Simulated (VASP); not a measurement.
Given:

```
BN
1.0
    1.27704    -2.21190     0.00000
    1.27704     2.21190     0.00000
    0.00000     0.00000     6.79320
B N
2 2
Cartesian
  1.27704   0.73730   1.69830
  1.27704  -0.73730   5.09490
  1.27704  -0.73730   1.69830
  1.27704   0.73730   5.09490
```

Calculation: PBE GGA with D4 dispersion, VASP's PBE PAW potentials (set 64) (plane waves; VASP). Run with 520 eV cut-off, 9×9×3 Γ-centred mesh, Gaussian smearing of 0.050 eV, potentials B N.

Q: Give the stress tensor in GPa (positive for a compressed cell).

A: 
```
-17.86    0.00    0.00
  0.00  -17.86    0.00
  0.00    0.00   -0.98
```
The pressure is its mean diagonal, -12.23 GPa.

The compound is BN in the hex structure. The cell was not relaxed at this level. The run is one of a series of settings (IVDW = 13 against the base run), some of them coarse on purpose.
